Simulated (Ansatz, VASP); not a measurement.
One calculation of Hg2F4 (Hg2(F)2(F)2), two programs

```
Hg F
1.0
    11.75000    0.00000    0.00000
     0.00000    9.00000    0.00000
     0.00000    0.00000   16.09000
Hg F
2 4
Direct
  0.46463 0.50000 0.61184
  0.53514 0.50000 0.38837
  0.61678 0.50000 0.49626
  0.38298 0.50000 0.50394
  0.53577 0.50000 0.72053
  0.46399 0.50000 0.27968
```

Alike in both runs: task single point; functional PBE; k mesh 1 × 1 × 1; occupations gaussian, width 0.01 eV; no spin polarisation.

```csv
,VASP,Ansatz
version,VASP 6.6.1,Ansatz 0.2.0
potentials or method,"VASP PAW PBE potentials, release 64 (Hg, F)","scalar-relativistic, plane waves, PAW"
plane-wave cutoff (eV),520,420
valence electrons in the cell,52,68
```

```csv
,VASP,Ansatz,Ansatz less VASP
gap on the k mesh at the Fermi level (eV),4.21,4.25,+0.038
rms of the force components (eV/Å),0.223,0.077,-0.1460
```

Atom by atom the forces differ by 0.195 eV/Å (rms over components). One of these differences is far larger than is usual between the two programs; its cause wasn't traced. The two sets of potentials don't hold the same shells in valence.

Caveats: spin-orbit coupling is left out, which moves the levels of the heavy elements.
